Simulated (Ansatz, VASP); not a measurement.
**Si: VASP beside Ansatz**

```
CELL_PARAMETERS angstrom
0.00000 2.66481 2.66481
2.66481 0.00000 2.66481
2.66481 2.66481 0.00000
ATOMIC_POSITIONS crystal
Si 0.75000 0.75000 0.75000
Si 0.50000 0.50000 0.50000
```

Alike in both runs: task single point; functional HSE06; k mesh 6 × 6 × 6; occupations gaussian, width 0.02 eV; no spin polarisation.

```csv
,VASP,Ansatz
version,VASP 6.6.1,Ansatz 0.2.0
potentials or method,"VASP PAW PBE potentials, release 64 (Si)","scalar-relativistic, plane waves, PAW"
plane-wave cutoff (eV),520,420
valence electrons in the cell,8,8
```

|  | VASP | Ansatz | Ansatz less VASP |
| --- | --- | --- | --- |
| gap on the k mesh at the Fermi level (eV) | 1.17 | 1.16 | -0.013 |
| least direct gap on the mesh (eV) | 3.35 | 3.34 | -0.011 |
| pressure (GPa) | 6.5 | 6.9 | +0.39 |

The functional is the same, so the differences come from potentials, cutoffs and numerics. Ansatz warned: «stress_exchange_threshold_loose».

Caveats: the PAW data sets were made with another functional, which shifts forces and pressure a little (VASP). A k mesh can miss the band edges.
